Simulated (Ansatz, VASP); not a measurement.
**GaN: VASP beside Ansatz**

Aim: how closely do two programs agree when they are given the same cell, functional and k mesh? The cell is taken from a series of runs on this material, whose earlier steps may have relaxed, scaled, displaced or heated it; both programs get it as it stands.

Program: Ansatz 0.2.0. Level of theory: plane waves, with VASP 6.6.1 beside it; single point at HSE06, spin-orbit coupling. Results are calculated unless marked as measured.

**1. The structure**

The structure is cubic, space group F-43m (No. 216). Conventional cell: a = 4.507 Å, b = 4.507 Å, c = 4.507 Å, α = 90.00°, β = 90.00°, γ = 90.00°. Nearest to Ga lie 4 N at 1.95 Å. N has 4 Ga at 1.95 Å nearest. Farther neighbours and most contacts between anions are not listed.

**2. Ansatz: single point, HSE06, spin-orbit coupling**

Ansatz runs on its fully relativistic PAW (standard-fr) files.

With cell and atoms fixed, the geometry can't cause a difference; cores, projectors, grids and the points listed under the comparison can.

input.yaml

```yaml
crystal:
  lattice:
    - [0.0, 2.2535006075, 2.2535006075]
    - [2.2535006075, 0.0, 2.2535006075]
    - [2.2535006075, 2.2535006075, 0.0]
  atoms:
    - { symbol: Ga, position: [0.0, 0.0, 0.0] }
    - { symbol: "N", position: [0.75, 0.75, 0.75] }
kpoints:
  mp_grid: { grid: [6, 6, 6] }
  band_path:
    path:
      - [0.0, 0.0, 0.0]
      - [-0.5, -0.5, 0.0]
      - [-0.375, -0.375, 0.25]
      - [-0.375, 0.0, 0.375]
      - [0.0, 0.0, 0.5]
      - [-0.5, -0.25, 0.25]
    npoints: 1
hamiltonian:
  xc: hse06
scf:
  occupations: { method: fermi_dirac, width: 0.02 }
  n_extra_bands: 8
magnetization:
  noncollinear: true
  spin_orbit: true
output:
  eigenvalues: true
```

Command:

```sh
$ ansatz run input.yaml --threads 3 --pin off --max-ram 92160MiB --backend cuda --events-out ev --progress --plain --runs-dir out --devices 1 --max-vram 13GiB
```

Numbers of over 12 decimals in the logs are rounded to 6 here.

The log of the run:

```text
scf.n_extra_bands = 8 over 18 filled bands (N_el = 18.0): the run solves 26 bands
GPUs: using 1 of 1 available (devices: 1).
Engine: ansatz 0.2.0, x86_64-unknown-linux-gnu
Pseudopotentials: kind: paw_fr
Pseudopotential: Ga, paw_fr, valence charge 13, recommended cutoff 420 eV (normal), Ga.paw.azcp#standard-fr
Pseudopotential: N, paw_fr, valence charge 5, recommended cutoff 420 eV (normal), N.paw.azcp#standard-fr
Functional definition: HSE06
  parameter a = 0.25
  parameter omega = 0.11/bohr
  exchange = pbe_x - a*pbe_x_sr(omega) + a*exact_x_sr(omega)
  correlation = pbe_c
non-collinear run that drives no moment, with spin-orbit: no starting moment large enough to seed its density (crystal.atoms[].spin), no starting occupations that ask for one, no magnetisation constraint and no magnetic field, so the semilocal B_xc is pinned to zero
device memory: the entry about to start is reckoned to put 1.1 GiB on a device that reports 50.7 GiB free (of which the cap on the GPU budget leaves the run 13.0 GiB)
GPU FFT provider: cuFFT
GPU libraries: cuBLAS 13.8.2, cuFFT 12.4.0, cuSOLVER 12.3.4
Crystal: 2 atoms, lattice volume = 22.888 Å³
Basis set: ecut = 420 eV, 459 PW (Γ)
Bands: 26, of which v1, the nominal top of the filled ones, is band 18 counted from 1 (17 counted from 0)
Symmetry: 24 space group operations + 24 with time reversal
Magnetic group: BNS 216.75 (UNI 1577), of the structure as read, at distance tolerance 2.8e-5 Å
k-points: 16 of 216 (time reversal used)
Projection manifold: j_resolved (fully-relativistic pseudo-atomic orbitals)
Non-local potential: Ga, projectors of the file, l = 0: 2, l = 1: 4, l = 2: 6, l = 3: 2
Non-local potential: N, projectors of the file, l = 0: 2, l = 1: 4, l = 2: 2
PAW form: soft (Blöchl's): semilocal exchange-correlation on the pseudo side does not see the compensation charge
PAW frozen core: Ga, regenerated for the run's functional, and the local potential with it (the file was generated under x = pbe(κ = 0.804, μ = 0.219515), c = pbe(β = 0.066725))
PAW frozen core: N, regenerated for the run's functional, and the local potential with it (the file was generated under x = pbe(κ = 0.804, μ = 0.219515), c = pbe(β = 0.066725))
PAW one-centre angular grid: Ga, 590 points (default); XC on 96 Gauss nodes
PAW one-centre angular grid: N, 110 points (default); XC on 64 Gauss nodes
Initial density: superposition of atomic densities (chi_scale 0.1, normalization cell, long waves kept (reshape's long-wave potential 0.00 eV rms))
Initial wavefunctions: pseudopotential atomic-orbital guess
GPU buffer pool allocated for 13824 grid points (all kernels)
GPU transforms: local potential and band sums: pruned to the plane-wave sphere, on 24×24×24
Functional: x = pbe(κ = 0.804, μ = 0.219515), c = pbe(β = 0.066725), warm-up for x = pbe(κ = 0.804, μ = 0.219515) + 0.25 (exact − pbe) at short range (hse, ω = 0.207870 Å⁻¹), c = pbe(β = 0.066725); HSE06 as pw.x's `hse` composes it (authors' and Libxc's form: `xc: wpbeh`)
SCF iter   1: F=—  HF=-4168.592078 eV  |F-HF|=—  |Δ(HF+E_count)|=         —  Δρ=1.05e-1  dr2=2.43e0  dr2_m=0.00e0 (ungated)  ethr=1.00e-1  |M|=0.00e0 ∫|m|=0.00e0 μB  |m|>n=0.0e0 m-floor=0.0e0 τ_xc=0.0e0  β_m=0.30  ⟨swp⟩=4.1  Hψ=1472  notcnv=0
preconditioner: auto → none  [insulator: Δε(μ)=2.543 eV  Ē_g=19.114 eV  σ=0.020 eV  W_gap=1.00  n_scr=8 (ndim 8)  ℏωp=32.9 eV  f_vac=0.000  D(μ)=0.00/eV (n_scr^D=0)]
SCF iter   2: F=—  HF=-4168.014990 eV  |F-HF|=—  |Δ(HF+E_count)|=   5.77e-1  Δρ=4.63e-2  dr2=2.49e-1  dr2_m=0.00e0 (ungated)  ethr=1.35e-2  |M|=0.00e0 ∫|m|=0.00e0 μB  |m|>n=0.0e0 m-floor=0.0e0 τ_xc=0.0e0  β_m=0.35  ⟨swp⟩=3.0  Hψ=953  notcnv=0
SCF iter   3: F=—  HF=-4167.980694 eV  |F-HF|=—  |Δ(HF+E_count)|=   3.43e-2  Δρ=2.48e-2  dr2=6.01e-2  dr2_m=0.00e0 (ungated)  ethr=1.38e-3  |M|=0.00e0 ∫|m|=0.00e0 μB  |m|>n=0.0e0 m-floor=0.0e0 τ_xc=0.0e0  β_m=0.54  ⟨swp⟩=2.4  Hψ=846  notcnv=0
iter 4 solved again at ethr=6.81e-6 eV; its pass at ethr=3.34e-4 eV (dr2=1.23e-3 eV) is discarded
SCF iter   4: F=—  HF=-4167.978998 eV  |F-HF|=—  |Δ(HF+E_count)|=   1.70e-3  Δρ=3.17e-3  dr2=1.11e-3  dr2_m=0.00e0 (ungated)  ethr=6.81e-6  |M|=0.00e0 ∫|m|=0.00e0 μB  |m|>n=0.0e0 m-floor=0.0e0 τ_xc=0.0e0  β_m=0.49  ⟨swp⟩=4.4  Hψ=2295  notcnv=0  defer=1
eigensolver tolerance schedule: the retry pair's looser diagonalisation over-reported the residual by 0.11 of it (diagonalisation noise at 0.11 of the residual, at the tolerance the schedule requests for it); recorded, not acted on — ethr = c·dr2/N_el stays at c = 1.0e-1
SCF iter   5: F=-4167.978491 eV  HF=-4167.978431 eV  |F-HF|=6.02e-5  |Δ(HF+E_count)|=   5.67e-4  Δρ=1.24e-3  dr2=1.53e-4  dr2_m=0.00e0 (ungated)  ethr=6.15e-6  |M|=0.00e0 ∫|m|=0.00e0 μB  |m|>n=0.0e0 m-floor=0.0e0 τ_xc=0.0e0  ⟨swp⟩=4.1  Hψ=1343  notcnv=0
SCF 1 stopped early in 5 iterations: F = -4167.978491 eV  dr2 = 1.53e-4
  greatest PAW one-centre occupation: 0.995 electrons in one spin orbital (limit 2), on the Ga atom at site 0 (counted from 0), in its partial waves of l = 2
device memory: the entry about to start is reckoned to put 1.8 GiB on a device that reports 51.1 GiB free (of which the cap on the GPU budget leaves the run 13.0 GiB)
GPU FFT provider: cuFFT
GPU libraries: cuBLAS 13.8.2, cuFFT 12.4.0, cuSOLVER 12.3.4
[...]
Functional: x = pbe(κ = 0.804, μ = 0.219515) + 0.25 (exact − pbe) at short range (hse, ω = 0.207870 Å⁻¹), c = pbe(β = 0.066725); HSE06 as pw.x's `hse` composes it (authors' and Libxc's form: `xc: wpbeh`)
Exchange kernel: α = 0.2500, screened, ω = 0.2079 Å⁻¹, Wigner–Seitz truncation, v(0) = 1042.3759 eV·Å³, q-mesh 6×6×6, nearest image of the exchange supercell L = 19.12 Å, pair-density grid 15×15×15, without the augmentation charges, whose exchange is taken in its separable form by FFT convolution over the k-point mesh (sized by the pseudopotential files, 18×18×18 at the most), smooth part of the exact exchange by density-matrix convolution in up to 2.30 GiB of GPU memory as planned if the GPU has room (build and FFT work areas not counted)
Frozen-core exchange: fock
SCF iter   1: F=—  HF=-4167.789976 eV  |F-HF|=—  |Δ(HF+E_count)|=         —  Δρ=1.71e-2  dr2=2.64e-2  dr2_m=0.00e0 (ungated)  ethr=8.51e-6  |M|=0.00e0 ∫|m|=0.00e0 μB  |m|>n=0.0e0 m-floor=0.0e0 τ_xc=0.0e0  β_m=0.30  ⟨swp⟩=5.0  Hψ=1767  notcnv=0
preconditioner: auto → none  [insulator: Δε(μ)=2.908 eV  Ē_g=21.965 eV  σ=0.020 eV  W_gap=1.00  n_scr=8 (ndim 8)  ℏωp=32.9 eV  f_vac=0.001  D(μ)=0.00/eV (n_scr^D=0)]
SCF iter   2: F=—  HF=-4167.775373 eV  |F-HF|=—  |Δ(HF+E_count)|=   1.46e-2  Δρ=3.35e-3  dr2=2.35e-3  dr2_m=0.00e0 (ungated)  ethr=8.51e-6  |M|=0.00e0 ∫|m|=0.00e0 μB  |m|>n=0.0e0 m-floor=0.0e0 τ_xc=0.0e0  β_m=0.54  ⟨swp⟩=4.0  Hψ=1581  notcnv=0
SCF iter   3: F=—  HF=-4167.782913 eV  |F-HF|=—  |Δ(HF+E_count)|=   7.54e-3  Δρ=2.88e-3  dr2=7.71e-4  dr2_m=0.00e0 (ungated)  ethr=8.51e-6  |M|=0.00e0 ∫|m|=0.00e0 μB  |m|>n=0.0e0 m-floor=0.0e0 τ_xc=0.0e0  β_m=0.54  ⟨swp⟩=3.8  Hψ=1274  notcnv=0
SCF iter   4: F=—  HF=-4167.782803 eV  |F-HF|=—  |Δ(HF+E_count)|=   1.11e-4  Δρ=6.39e-4  dr2=5.14e-5  dr2_m=0.00e0 (ungated)  ethr=4.07e-6  |M|=0.00e0 ∫|m|=0.00e0 μB  |m|>n=0.0e0 m-floor=0.0e0 τ_xc=0.0e0  β_m=0.77  ⟨swp⟩=3.0  Hψ=840  notcnv=0
SCF iter   5: F=—  HF=-4167.782907 eV  |F-HF|=—  |Δ(HF+E_count)|=   1.05e-4  Δρ=2.27e-4  dr2=1.19e-5  dr2_m=0.00e0 (ungated)  ethr=2.05e-7  |M|=0.00e0 ∫|m|=0.00e0 μB  |m|>n=0.0e0 m-floor=0.0e0 τ_xc=0.0e0  β_m=0.77  ⟨swp⟩=3.5  Hψ=1016  notcnv=0
SCF iter   6: F=-4167.782906 eV  HF=-4167.782906 eV  |F-HF|=2.19e-8  |Δ(HF+E_count)|=   1.62e-6  Δρ=2.90e-5  dr2=3.48e-6  dr2_m=0.00e0 (ungated)  ethr=4.71e-8  |M|=0.00e0 ∫|m|=0.00e0 μB  |m|>n=0.0e0 m-floor=0.0e0 τ_xc=0.0e0  ⟨swp⟩=2.9  Hψ=764  notcnv=0
SCF 2 stopped early in 6 iterations: F = -4167.782906 eV  dr2 = 3.48e-6
hybrid outer 1: dexx = +8.650e-3 eV, tail = 2.64e-5 eV
GPU FFT provider: cuFFT
GPU libraries: cuBLAS 13.8.2, cuFFT 12.4.0, cuSOLVER 12.3.4
Projection manifold: j_resolved (fully-relativistic pseudo-atomic orbitals)
GPU buffer pool allocated for 13824 grid points (all kernels)
GPU transforms: local potential and band sums: pruned to the plane-wave sphere, on 24×24×24
Exchange kernel: α = 0.2500, screened, ω = 0.2079 Å⁻¹, Wigner–Seitz truncation, v(0) = 1042.3759 eV·Å³, q-mesh 6×6×6, nearest image of the exchange supercell L = 19.12 Å, pair-density grid 15×15×15, without the augmentation charges, whose exchange is taken in its separable form by FFT convolution over the k-point mesh (sized by the pseudopotential files, 18×18×18 at the most), smooth part of the exact exchange by density-matrix convolution in up to 2.30 GiB of GPU memory as planned if the GPU has room (build and FFT work areas not counted)
Frozen-core exchange: fock
SCF iter   1: F=—  HF=-4167.782645 eV  |F-HF|=—  |Δ(HF+E_count)|=         —  Δρ=6.15e-5  dr2=8.02e-7  dr2_m=0.00e0 (ungated)  ethr=7.33e-7  |M|=0.00e0 ∫|m|=0.00e0 μB  |m|>n=0.0e0 m-floor=0.0e0 τ_xc=0.0e0  β_m=0.30  ⟨swp⟩=3.6  Hψ=984  notcnv=0
preconditioner: auto → none  [insulator: Δε(μ)=2.953 eV  Ē_g=21.795 eV  σ=0.020 eV  W_gap=1.00  n_scr=8 (ndim 8)  ℏωp=32.9 eV  f_vac=0.002  D(μ)=0.00/eV (n_scr^D=0)]
iter 2 solved again at ethr=9.77e-11 eV; its pass at ethr=3.63e-9 eV (dr2=1.76e-8 eV) is discarded
SCF iter   2: F=-4167.782645 eV  HF=-4167.782645 eV  |F-HF|=1.16e-8  |Δ(HF+E_count)|=   4.41e-7  Δρ=1.65e-5  dr2=5.93e-8  dr2_m=0.00e0 (ungated)  ethr=9.77e-11  |M|=0.00e0 ∫|m|=0.00e0 μB  |m|>n=0.0e0 m-floor=0.0e0 τ_xc=0.0e0  ⟨swp⟩=3.2  Hψ=2079  notcnv=0  defer=1
SCF 3 converged in 2 iterations: F = -4167.782645 eV  dr2 = 5.93e-8
hybrid outer 2: dexx = +3.174e-7 eV, tail = 1.74e-7 eV, Δε = 2.65e-3 eV (about 2.57e-4 eV left of the loop's levels)
device memory: the entry about to start is reckoned to put 0.4 GiB on a device that reports 47.8 GiB free (of which the cap on the GPU budget leaves the run 13.0 GiB)
NSCF: frozen V_eff on 6 k-points
hybrid SCF converged: 2 outer / 8 inner (+5 warm-up), last move |dexx| = 3.17e-7 eV, tail = 1.74e-7 eV
Magnetization: |M| = 0.0000 μB,  M = (+0.0000, +0.0000, +0.0000) μB
Absolute magnetization: 0.0000 μB (∫|m|)
  site 0: m = (+0.0000, +0.0000, +0.0000) μB, |m| = 0.0000 μB  (R = 0.81 Å)
  site 1: m = (+0.0000, +0.0000, +0.0000) μB, |m| = 0.0000 μB  (R = 0.81 Å)
Free energy (F): -4167.782645 eV
Frozen-core exchange: fock
Harris-Foulkes:  -4167.782645 eV  (|F-HF|=1.16e-8)
Internal energy: -4167.782645 eV  (E = F + TS)
E sigma→0 (E₀):  -4167.782645 eV
Fermi energy:    10.314537 eV
--- Per-component energies (eV) ---
  E_band       = -46.691991
  E_kinetic    = 246.613185
  E_local      = -1953.280073  (includes V_loc(G=0)·N_el)
  E_nonlocal   = 474.867959
  E_hartree    = 902.189802
  E_xc         = -103.549751
  E_vxc        = -107.119995  (∫ρ·V_xc dr)
  E_exx        = -61.972941  (= α·E_x^exact, valence–valence)
  E_paw        = -2085.306246  (= ΣΔE_a)
  E_vpaw       = -388.206880  (= ΣTr[D̂ρ^β])
  E_aug_tail   = 0.000135  (compensation charges beyond the density's cutoff)
  E_ewald      = -1587.434954
  E_core_change = 0.090238  (= ΣΔE_core)
  E_smearing   = -0.000000  (= −TS)
  E_closure    = 0.000000  (closes the sum)
  Σ components = -4167.782645   (vs F -4167.782645, Δ=9.09e-13)
--- Band table (eV; the first three rows and the last of 16) ---
  k-point 0: bands = [... 14 lower, 8.8297, 8.8297, 8.8297, 8.8297, 11.7825, 11.7825, 20.5281, 20.5281, ... 4 higher]
  k-point 1: bands = [... 14 lower, 8.5220, 8.5220, 8.5370, 8.5464, 13.4449, 13.4449, 19.6824, 19.6824, ... 4 higher]
  k-point 2: bands = [... 14 lower, 8.0005, 8.0005, 8.0248, 8.0338, 14.7131, 14.7131, 19.1105, 19.1105, ... 4 higher]
  k-point 15: bands = [... 14 lower, 5.0962, 5.1088, 5.1724, 5.2140, 15.3325, 15.3481, 18.4658, 18.4698, ... 4 higher]
```

The column dr2 measures how far the density is from self-consistency, as an energy; F and HF (Harris–Foulkes) agree once it is small.

(Continued in part 2 of 2.)

[Lines on the potential files, build, host, timing and source positions are cut from VASP's logs without a mark.]

[Logs are printed without paths, hosts, clocks, repeated set-up lines and the standing remarks that a program may print on its own settings, such as how far it seeks lower states.]

[Hosts, paths, dates, database ids (printed as entryN), source tags and the programs' standing remarks are cut or masked in the printed files.]
